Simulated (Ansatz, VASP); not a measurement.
# Cross-check of YScTiSi between VASP and Ansatz

Wanted: the spread between two codes on one cell, functional and k mesh. The cell is invented: As first built, before any earlier steps moved the atoms (in the runner's words): it takes the TbScSi2 structure with some of its atoms replaced by other elements, volume scaled by an estimate. It may not be a known or stable phase. The cell is taken from a series of VASP runs on this material, whose earlier steps may have relaxed, scaled or displaced it; both programs get it as it stands.

Method: plane waves, with VASP 6.6.1 beside it; relaxation of cell and atoms at PBE, in Ansatz 0.2.0.

## Step 1: Set-up

It takes space group Amm2 (No. 38, orthorhombic). The conventional cell has a = 4.175 Å, b = 3.815 Å, c = 10.974 Å, α = 90.00°, β = 90.00°, γ = 90.00°. Nearest to Y lie 4 Ti at 3.00 Å and 3 Si at 3.05 to 3.09 Å. Nearest to Ti lie 2 Si at 2.54 Å and 3 Sc at 2.96 to 3.22 Å and 4 Y at 3.00 Å. Nearest to Sc lie 4 Si at 2.94 Å and 3 Ti at 2.96 to 3.22 Å. Nearest to Si lie 2 Ti at 2.54 Å and 4 Sc at 2.94 Å and 3 Y at 3.05 to 3.09 Å. As first built, before any earlier steps moved the atoms (in the runner's words): sites of the TbScSi2 structure (space group 38) filled with other elements, volume scaled by an estimate. Farther neighbours are not listed.

## Step 2: VASP: relaxation of cell and atoms, PBE

The relaxed volume is the usual yardstick between codes: its relative difference is about their pressure difference at one cell divided by the bulk modulus.

Lines of VASP's logs that name or quote its potential files are left out, and so is its time.

File INCAR:

```
SYSTEM = YScTiSi
PREC = Accurate
ENCUT = 400
EDIFF = 1E-06
NELM = 100
ISMEAR = -1
SIGMA = 0.05
LREAL = .FALSE.
ALGO = Normal
GGA = PE
LORBIT = 11
LWAVE = .FALSE.
LCHARG = .FALSE.
KPAR = 2
IBRION = 2
NSW = 60
ISIF = 3
EDIFFG = -0.01
```

File POSCAR:

```
YScTiSi
1.0
    4.1751612046      0.0000000000      0.0000000000
    0.0000000000      1.9074844951      5.4867563426
    0.0000000000     -1.9074844951      5.4867563426
Y Ti Sc Si
1 1 1 1
Direct
    0.5000000000      0.8476144754      0.8476144754
    0.0000000000      0.4381958924      0.4381958924
    0.0000000000      0.1444781467      0.1444781467
    0.5000000000      0.5697114855      0.5697114855
```

File KPOINTS:

```
Automatic mesh
0
Gamma
6 6 6
0 0 0
```

PAW data sets: Y_sv, Ti_sv, Sc_sv and Si (PBE family, release 64).

Launch:

```bash
$ mpirun -np 2 vasp_std
```

Numbers of over 12 decimals in the logs are rounded to 6 here.

The log of the run:

```text
[banner, memory and clock lines left out]
running    2 mpi-ranks, on    1 nodes
 distrk:  each k-point on    1 cores,    2 groups
 distr:  one band on    1 cores,    1 groups

 POSCAR found type information on POSCAR Y TiScSi
 POSCAR found :  4 types and       4 ions
 LDA part: xc-table for (Slater+PW92), standard interpolation
 POSCAR, INCAR and KPOINTS ok, starting setup
 FFT: planning ... GRIDC
 FFT: planning ... GRID_SOFT
 FFT: planning ... GRID
 WAVECAR not read
 entering main loop
       N       E                     dE             d eps       ncg     rms          rms(c)
DAV:   1     0.396820529727E+03    0.39682E+03   -0.16845E+04  2408   0.145E+03
DAV:   2     0.140224836307E+02   -0.38280E+03   -0.38025E+03  2432   0.529E+02
DAV:   3    -0.257415032906E+02   -0.39764E+02   -0.39379E+02  4536   0.141E+02
DAV:   4    -0.300707463919E+02   -0.43292E+01   -0.42992E+01  3561   0.315E+01
DAV:   5    -0.304841186521E+02   -0.41337E+00   -0.41295E+00  3771   0.111E+01    0.334E+01
DAV:   6    -0.282419874650E+02    0.22421E+01   -0.30530E+01  3772   0.342E+01    0.147E+01
DAV:   7    -0.294473312978E+02   -0.12053E+01   -0.60966E+01  3784   0.349E+01    0.168E+01
DAV:   8    -0.275913207465E+02    0.18560E+01   -0.10089E+01  3920   0.196E+01    0.143E+01
DAV:   9    -0.271361732345E+02    0.45515E+00   -0.26769E+00  3849   0.968E+00    0.296E+00
DAV:  10    -0.271254580187E+02    0.10715E-01   -0.10618E+00  4776   0.452E+00    0.168E+00
DAV:  11    -0.271087314654E+02    0.16727E-01   -0.37144E-01  3472   0.287E+00    0.628E-01
DAV:  12    -0.271049945232E+02    0.37369E-02   -0.43262E-02  3468   0.114E+00    0.892E-02
DAV:  13    -0.271051023343E+02   -0.10781E-03   -0.18801E-03  3488   0.274E-01    0.548E-02
DAV:  14    -0.271050938296E+02    0.85047E-05   -0.16967E-04  4256   0.828E-02    0.331E-02
DAV:  15    -0.271050911872E+02    0.26424E-05   -0.75000E-05  3833   0.434E-02    0.104E-02
DAV:  16    -0.271050924647E+02   -0.12774E-05   -0.10259E-05  3556   0.221E-02    0.904E-03
DAV:  17    -0.271050916661E+02    0.79860E-06   -0.41886E-06  2277   0.121E-02
   1 F= -.27105092E+02 E0= -.27082037E+02  d E =-.271051E+02
[...]
2 F= -.27105162E+02 E0= -.27082100E+02  d E =-.700056E-04
[...]
3 F= -.27105130E+02 E0= -.27082060E+02  d E =-.381442E-04
[...]
4 F= -.27105180E+02 E0= -.27082116E+02  d E =-.886069E-04
[...]
5 F= -.27105214E+02 E0= -.27082159E+02  d E =-.339688E-04
[...]
6 F= -.27105202E+02 E0= -.27082170E+02  d E =-.219522E-04
 curvature:  -2.21 expect dE=-0.101E-03 dE for cont linesearch -0.466E-04
 ZBRENT: interpolating
 opt :   1.1533  next Energy=   -27.105234 (dE=-0.540E-04)
 bond charge predicted
       N       E                     dE             d eps       ncg     rms          rms(c)
DAV:   1    -0.271052982496E+02   -0.96951E-04   -0.16584E-02  2791   0.196E+00    0.128E-01
DAV:   2    -0.271054017912E+02   -0.10354E-03   -0.42918E-03  3059   0.560E-01    0.115E-01
DAV:   3    -0.271052848033E+02    0.11699E-03   -0.17610E-03  3808   0.229E-01    0.572E-02
DAV:   4    -0.271052347808E+02    0.50022E-04   -0.33942E-04  4428   0.117E-01    0.237E-02
DAV:   5    -0.271052281016E+02    0.66793E-05   -0.60233E-05  4457   0.547E-02    0.141E-02
DAV:   6    -0.271052279387E+02    0.16284E-06   -0.60759E-06  2638   0.209E-02
   7 F= -.27105228E+02 E0= -.27082187E+02  d E =-.476658E-04
 curvature:  -0.95 expect dE=-0.176E-04 dE for cont linesearch -0.472E-05
 trial: gam= 0.00000 g(F)=  0.859E-05 g(S)=  0.994E-05 ort =-0.328E-04 (trialstep = 0.649E+00)
 search vector abs. value=  0.185E-04
 reached required accuracy - stopping structural energy minimisation
```

Parts of OUTCAR (step 2):

```text
ion  position               nearest neighbor table
   1  0.500  0.848  0.848-   2 3.00   2 3.00   2 3.00   2 3.00   4 3.05   4 3.09   4 3.09   3 3.60
                             3 3.60   3 3.60   3 3.60   3 3.87   3 3.87
   2  0.000  0.438  0.438-   4 2.54   4 2.54   3 2.96   3 2.96   1 3.00   1 3.00   1 3.00   1 3.00

  LATTYP: Found a base centered orthorhombic cell.
 ALAT       =     3.8149689902
 B/A-ratio  =     2.8764356181
 C/A-ratio  =     1.0944155025

 Subroutine GETGRP returns: Found  4 space group operations
 (whereof  4 operations were pure point group operations)

The static configuration has the point symmetry C_2v.

 Found     52 irreducible k-points:

   k-points           NKPTS =     52   k-points in BZ     NKDIM =     52   number of bands    NBANDS=     23

   dimension x,y,z NGX =    28 NGY =   40 NGZ =   40
   dimension x,y,z NGXF=    56 NGYF=   80 NGZF=   80

   ENCUT  =  400.0 eV  29.40 Ry    5.42 a.u.   6.81  9.47  9.47*2*pi/ulx,y,z

   NELECT =      38.0000    total number of electrons

 k-points in reciprocal lattice and weights: Automatic mesh
   0.00000000  0.00000000  0.00000000       0.005
   0.16666667  0.00000000  0.00000000       0.009
   0.33333333  0.00000000  0.00000000       0.009
   0.50000000  0.00000000  0.00000000       0.005
   0.00000000  0.16666667  0.00000000       0.019
   0.16666667  0.16666667  0.00000000       0.037
   0.33333333  0.16666667  0.00000000       0.037
   0.50000000  0.16666667  0.00000000       0.019
   0.00000000  0.33333333  0.00000000       0.019
[...]
0.33333333  0.50000000  0.50000000       0.009
   0.50000000  0.50000000  0.50000000       0.005

 average (electrostatic) potential at core
       1 -34.8619       2 -75.5448       3 -45.9319       4 -83.3843

 E-fermi :   5.1098

 k-point     1 :       0.0000    0.0000    0.0000
  band No.  band energies     occupation
    ...
     15       2.5922      2.00000
     16       3.6037      2.00000
     17       4.1445      2.00000
     18       4.8466      1.98970
     19       4.9112      1.96303
     20       5.4144      0.00451
     21       6.6426      0.00000
     22       6.6489      0.00000
     23       6.9023      0.00000

 k-point     2 :       0.1667    0.0000    0.0000
  band No.  band energies     occupation
    ...
     15       2.5405      2.00000
     16       3.7174      2.00000
     17       4.1790      2.00000
     18       4.5714      1.99996
     19       4.7348      1.99889
     20       5.6970      0.00002
     21       6.3247      0.00000
     22       6.6315      0.00000
     23       6.8105      0.00000

 k-point     3 :       0.3333    0.0000    0.0000
  band No.  band energies     occupation
    ...
     15       3.1191      2.00000
     16       3.7903      2.00000
     17       4.0643      2.00000
     18       4.2713      2.00000
     19       4.7169      1.99923
     20       5.7872      0.00000
     21       6.1850      0.00000
     22       6.6320      0.00000
     23       6.9854      0.00000

  Total       -0.0040710      0.0250288     -0.0134694      0.0000000      0.0000000      0.0000000
  in kB       -0.0746075      0.4586921     -0.2468477      0.0000000      0.0000000      0.0000000
  external PRESSURE =       0.0457457 kB  Pullay stress =       0.0000000 kB

  energy-cutoff  :      400.00
  volume of cell :       87.42
      direct lattice vectors                 reciprocal lattice vectors
     4.182150533  0.000000000  0.000000000     0.239111431  0.000000000  0.000000000
     0.000000000  1.902561351  5.493657443     0.000000000  0.262803615  0.091014048
     0.000000000 -1.902561351  5.493657443     0.000000000 -0.262803615  0.091014048

 POSITION                                       TOTAL-FORCE (eV/Angst)
 -----------------------------------------------------------------------------------
      2.09108      0.00000      9.31196         0.000000      0.000000     -0.009160
      0.00000      0.00000      4.81783         0.000000      0.000000     -0.001175
      0.00000      0.00000      1.58699         0.000000      0.000000      0.009608
      2.09108      0.00000      6.25786         0.000000      0.000000      0.000727
 -----------------------------------------------------------------------------------
    total drift:                               -0.000000      0.000000      0.000192

  FREE ENERGIE OF THE ION-ELECTRON SYSTEM (eV)
  ---------------------------------------------------
  free  energy   TOTEN  =       -27.1052279387 eV

  energy  without entropy=      -27.0591463267  energy(sigma->0) =      -27.08218713

 reached required accuracy - stopping structural energy minimisation

 total charge
# of ion       s       p       d       f       tot
--------------------------------------------------
    1        2.242   6.326   1.057   0.020   9.645
    2        2.238   6.096   1.959   0.000  10.293
    3        2.212   6.123   0.986   0.000   9.321
    4        0.772   0.916   0.000   0.000   1.688
--------------------------------------------------
tot          7.464  19.461   4.002   0.020  30.948

[... 3 further parts left out ...]
```

## Step 3: Ansatz: relaxation of cell and atoms, PBE

Ansatz runs on its default PAW (the set named soft_2) files.

The same cell, functional, mesh and smearing now go to Ansatz, which takes its cutoff from its data sets.

File input.yaml:

```yaml
crystal:
  lattice:
    - [4.1751612046, 0.0, 0.0]
    - [0.0, 1.9074844951, 5.4867563426]
    - [0.0, -1.9074844951, 5.4867563426]
  atoms:
    - { symbol: "Y", position: [0.5, 0.8476144754, 0.8476144754] }
    - { symbol: Ti, position: [0.0, 0.4381958924, 0.4381958924] }
    - { symbol: Sc, position: [0.0, 0.1444781467, 0.1444781467] }
    - { symbol: Si, position: [0.5, 0.5697114855, 0.5697114855] }
hamiltonian:
  xc: pbe
  pseudopotentials: { kind: paw }
kpoints:
  mp_grid: { grid: [6, 6, 6] }
scf:
  occupations: { method: fermi_dirac, width: 0.05 }
relax:
  f_tol: 0.01
  max_steps: 60
  cell: { stress_tol: 0.05 }
output:
  forces: true
  stress: true
```

Launch:

```bash
$ ansatz run input.yaml --threads 4 --pin off --max-ram 9216MiB --backend cpu --events-out ev --progress --plain --runs-dir out
```

The log of the run:

```text
Engine: ansatz 0.2.0, aarch64-unknown-linux-gnu
Pseudopotentials: kind: paw
Pseudopotential: Y, paw, valence charge 11, recommended cutoff 420 eV (normal), Y.paw.azcp
Pseudopotential: Ti, paw, valence charge 12, recommended cutoff 420 eV (normal), Ti.paw.azcp
Pseudopotential: Sc, paw, valence charge 11, recommended cutoff 420 eV (normal), Sc.paw.azcp
Pseudopotential: Si, paw, valence charge 4, recommended cutoff 420 eV (normal), Si.paw.azcp
Functional definition: PBE
  parameter kappa = 0.804
  parameter beta = 0.066725
  exchange = pbe_x(kappa = kappa, mu = beta*pi^2/3)
  correlation = pbe_c(beta = beta)
Crystal: 4 atoms, lattice volume = 87.394 Å³
Basis set: ecut = 420 eV, 1701 PW (Γ), exchange–correlation on 60×80×80 points (8 copies of the dense FFT grid, shifted against one another)
Bands: 23, of which v1, the nominal top of the filled ones, is band 19 counted from 1 (18 counted from 0)
Symmetry: 4 space group operations
Space group: Amm2 (ITA 38), of the structure as read, at distance tolerance 4.4e-5 Å
k-points: 52 of 216 (time reversal used)
Non-local potential: Y, projectors of the file, l = 0: 3, l = 1: 2, l = 2: 2, l = 3: 1
Non-local potential: Ti, projectors of the file, l = 0: 3, l = 1: 2, l = 2: 3, l = 3: 1
Non-local potential: Sc, projectors of the file, l = 0: 3, l = 1: 2, l = 2: 3, l = 3: 1
Non-local potential: Si, projectors of the file, l = 0: 2, l = 1: 2, l = 2: 2
PAW form: soft (Blöchl's): semilocal exchange-correlation on the pseudo side does not see the compensation charge
PAW one-centre angular grid: Y, 590 points (default); XC on 64 Gauss nodes
PAW one-centre angular grid: Ti, 590 points (default); XC on 64 Gauss nodes
PAW one-centre angular grid: Sc, 590 points (default); XC on 64 Gauss nodes
PAW one-centre angular grid: Si, 110 points (default); XC on 64 Gauss nodes
Initial density: superposition of atomic densities (neutral atoms: chi_scale 0, normalization atom), corrected by the library's trained network
Initial wavefunctions: pseudopotential atomic-orbital guess
Functional: x = pbe(κ = 0.804, μ = 0.219515), c = pbe(β = 0.066725)
SCF iter   1: F=—  HF=-9121.143627 eV  |F-HF|=—  |Δ(HF+E_count)|=         —  Δρ=7.26e-3  dr2=9.89e-2  ethr=1.77e-3  ⟨swp⟩=5.1  Hψ=5438  notcnv=0
preconditioner: auto → Kerker (q_TF=auto, 2.375 Å⁻¹)  [metal: Δε(μ)=0.015 eV  Ē_g=3.319 eV  σ=0.050 eV  W_gap=0.08  n_scr=22 (ndim 8)  ℏωp=14.9 eV  f_vac=0.000  D(μ)=5.10/eV (n_scr^D=44)]
SCF iter   2: F=—  HF=-9121.132198 eV  |F-HF|=—  |Δ(HF+E_count)|=   1.14e-2  Δρ=3.33e-3  dr2=2.00e-2  ethr=2.60e-4  ⟨swp⟩=2.0  Hψ=1774  notcnv=0
SCF iter   3: F=—  HF=-9121.129564 eV  |F-HF|=—  |Δ(HF+E_count)|=   2.63e-3  Δρ=7.20e-4  dr2=7.17e-4  ethr=5.27e-5  ⟨swp⟩=2.0  Hψ=1388  notcnv=0
SCF iter   4: F=—  HF=-9121.129494 eV  |F-HF|=—  |Δ(HF+E_count)|=   7.00e-5  Δρ=1.55e-4  dr2=2.25e-5  ethr=1.89e-6  ⟨swp⟩=2.0  Hψ=1443  notcnv=0
SCF iter   5: F=—  HF=-9121.129442 eV  |F-HF|=—  |Δ(HF+E_count)|=   5.16e-5  Δρ=4.34e-5  dr2=1.94e-6  ethr=5.92e-8  ⟨swp⟩=2.2  Hψ=1704  notcnv=0
SCF iter   6: F=—  HF=-9121.129442 eV  |F-HF|=—  |Δ(HF+E_count)|=   1.50e-7  Δρ=1.08e-5  dr2=1.24e-7  ethr=5.10e-9  ⟨swp⟩=2.0  Hψ=2011  notcnv=0
SCF iter   7: F=-9121.129442 eV  HF=-9121.129442 eV  |F-HF|=6.84e-9  |Δ(HF+E_count)|=   1.51e-8  Δρ=3.17e-6  dr2=1.33e-8  ethr=2.63e-10  ⟨swp⟩=4.0  Hψ=3688  notcnv=0
SCF 1 converged in 7 iterations: F = -9121.129442 eV  dr2 = 1.33e-8
  greatest PAW one-centre occupation: 0.999 electrons in one spin orbital (limit 2), on the Ti atom at site 1 (counted from 0), in its partial waves of l = 0
relax step   1: F+E_penalty+E_count = -9121.12944176 eV  Δ(F+E_penalty+E_count) = +0.000e0 eV  max|allowed force component| = 2.004e-2 eV/Å  Δτ_max = 0.0000 Å  P = +0.262 GPa  Ω = 87.394 Å³  (7 SCF iters, dr2 threshold 1.00e-7 eV, accepted)
[...]
relax step   2: F+E_penalty+E_count = -9121.12959747 eV  Δ(F+E_penalty+E_count) = -1.557e-4 eV  max|allowed force component| = 1.688e-2 eV/Å  Δτ_max = 0.0064 Å  P = -0.169 GPa  Ω = 87.937 Å³  energy of the carried Pulay correction = -5.402e-5 eV  (6 SCF iters, dr2 threshold 2.56e-7 eV, accepted)
[...]
relax step   3: F+E_penalty+E_count = -9121.12978858 eV  Δ(F+E_penalty+E_count) = -1.911e-4 eV  max|allowed force component| = 1.070e-3 eV/Å  Δτ_max = 0.0023 Å  P = -0.004 GPa  Ω = 87.710 Å³  energy of the carried Pulay correction = -3.155e-5 eV  (6 SCF iters, dr2 threshold 1.20e-7 eV, accepted)
[...]
relax step   4: F+E_penalty+E_count = -9121.12981920 eV  Δ(F+E_penalty+E_count) = -3.062e-5 eV  max|allowed force component| = 1.074e-3 eV/Å  Δτ_max = 0.0000 Å  P = -0.004 GPa  Ω = 87.710 Å³  stress off target by 1.56e-2 GPa  SCF on the basis re-selected at this cell (its energy is not comparable with the rows above)  (8 SCF iters)
basis re-selected at this cell: Δ(F+E_penalty+E_count) = -3.062e-5 eV, ΔP = +0.000 GPa vs the last step (what re-selecting the basis moved, of the pressure what is left beyond the Pulay correction that the steps carried, after the strain that the cell walked since its last selection, with what the two solves' SCF thresholds leave and, on support functions, any second-order correction that the steps lacked; it is no m [...]
SCF converged after 8 iterations
Free energy (F): -9121.129819 eV
Harris-Foulkes:  -9121.129819 eV  (|F-HF|=5.46e-12)
Internal energy: -9121.083672 eV  (E = F + TS)
E sigma→0 (E₀):  -9121.106745 eV
Entropy (-TS):   -0.046147 eV (-11.537 meV/atom)
Fermi energy:    10.108763 eV
--- Per-component energies (eV) ---
  E_band       = -441.855944
  E_kinetic    = 879.898576
  E_local      = -2536.283735  (includes V_loc(G=0)·N_el)
  E_nonlocal   = 167.257819
  E_hartree    = 944.114523
  E_xc         = -431.025623
  E_vxc        = -497.871269  (∫ρ·V_xc dr)
  E_paw        = -5341.456133  (= ΣΔE_a)
  E_vpaw       = -343.086520  (= ΣTr[D̂ρ^β])
  E_aug_tail   = 0.000141  (compensation charges beyond the density's cutoff)
  E_ewald      = -2803.589239
  E_smearing   = -0.046147  (= −TS)
  E_closure    = 0.000000  (closes the sum)
  Σ components = -9121.129819   (vs F -9121.129819, Δ=0.00e0)
--- Forces (eV/Å), atoms counted from 1 ---
  atom   1  Y      0.00000000     0.00000000     0.00063818
  atom   2  Ti     0.00000000     0.00000000    -0.00005498
  atom   3  Sc     0.00000000     0.00000000    -0.00107430
  atom   4  Si     0.00000000     0.00000000     0.00049107
  max |Σ_I F_I| component: 2.20e-8 eV/Å
--- Stress (GPa, compression-positive) ---
        0.014064       0.000000       0.000000
        0.000000      -0.015647       0.000000
        0.000000       0.000000      -0.011499
  P = ⅓ Tr σ = -0.0044 GPa (-0.044 kbar)
--- Relaxed structure (3 steps of the walk, 3 accepted, 1 SCFs on fresh bases) ---
  F+E_penalty+E_count = -9121.12981920 eV   max|allowed force component| = 1.074e-3 eV/Å   (the final SCF, on the basis selected at the relaxed cell)
  cell:  # Å, volume = 87.7103 Å³
    - [4.183097, 0.0, 0.0]
    - [0.0, 1.906890, 5.497905]
    - [0.0, -1.906890, 5.497905]
  atoms:
    - { symbol: Y, position: [0.5, 0.847493, 0.847493] }
    - { symbol: Ti, position: [0.0, 0.438567, 0.438567] }
    - { symbol: Sc, position: [0.0, 0.144414, 0.144414] }
    - { symbol: Si, position: [0.5, 0.569527, 0.569527] }
```

Run time: 12 s. Hardware: 4 threads of Arm Neoverse V1, shared host; peak memory 0.47 GiB.

## Step 4: Differences

Known differences besides the potentials themselves: both relaxations stop at a tolerance, which leaves soft axes loose, and VASP keeps its plane-wave basis; the cutoff is 420 eV in Ansatz and 400 eV in VASP; VASP leaves aspherical gradient terms in its spheres out (LASPH is not set), Ansatz keeps them; Ansatz adds a Pulay correction to the stress that steers its cell, VASP none. Total energies have different zeros and are not compared.

The two programs side by side:

| quantity | Ansatz | VASP | difference |
| --- | --- | --- | --- |
| volume (Å³) | 87.71 | 87.42 | +0.33 % |
| edge a after relaxation, in the typed setting (Å) | 4.183 | 4.182 | +0.02 % |
| edge b after relaxation, in the typed setting (Å) | 5.819 | 5.814 | +0.09 % |

The walks stopped with 0.00 GPa left in Ansatz and 0.00 GPa in VASP; each walk ends within a tolerance, so the volume difference is uncertain by about these residues over the bulk modulus, most in soft cells.

## Step 5: Results

```yaml
difference_in_volume_relaxation_of_cell_and_atoms_pbe: 0.33 %
```

**Reading.** The difference in volume is 0.33 % (relaxation of cell and atoms, PBE), within the 1.2 % picked in this series as the mark of a large difference, as far as the stopping tolerances let one tell. How closely two codes agree says nothing of how well the functional describes the real material.

[Lines on the potential files, build, host, timing and source positions are cut from VASP's logs without a mark.]

[Logs are printed without paths, hosts, clocks, repeated set-up lines and the standing remarks that a program may print on its own settings, such as how far it seeks lower states.]

[Hosts, paths, dates, database ids (printed as entryN), source tags and the programs' standing remarks are cut or masked in the printed files.]
